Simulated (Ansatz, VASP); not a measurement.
## Re2B in VASP and in Ansatz

```xyz
6
Lattice="4.7276 0.0000 0.0000 0.0000 5.1532 0.0000 0.0000 0.0000 3.0648" Properties=species:S:1:pos:R:3 pbc="T T T"
Re    1.2642    4.4275    1.5324
Re    3.6280    3.3024    0.0000
Re    3.4633    0.7258    1.5324
Re    1.0996    1.8509    0.0000
B     2.3638    2.5766    1.5324
B     0.0000    0.0000    0.0000
```

Alike in both runs: functional PBE; k mesh 4 × 4 × 6; occupations gaussian, width 0.1 eV; no spin polarisation.

Ansatz relaxed the structure, and its values are those at the end. VASP's run is a single point on that final structure, the one shown.

|  | VASP | Ansatz |
| --- | --- | --- |
| version | VASP 6.6.1 | Ansatz 0.2.0 |
| potentials or method | VASP PAW PBE potentials, release 64 (Re, B) | scalar-relativistic, plane waves, PAW |
| plane-wave cutoff (eV) | 520 | 420 |
| valence electrons in the cell | 34 | 66 |

Ansatz gave:

- gap on the k mesh at the Fermi level (eV): none
- pressure (GPa): 0.1
- rms of the force components (eV/Å): 0.009

Question: What did VASP give for the same quantities?

Answer: gap on the k mesh at the Fermi level (eV): none; pressure (GPa): 1.1; rms of the force components (eV/Å): 0.034.

A gap of «none» marks a metal or a gap that the smearing closes. The two sets of potentials don't hold the same shells in valence.

The runs have no spin-orbit coupling, so splittings on Re are missing.
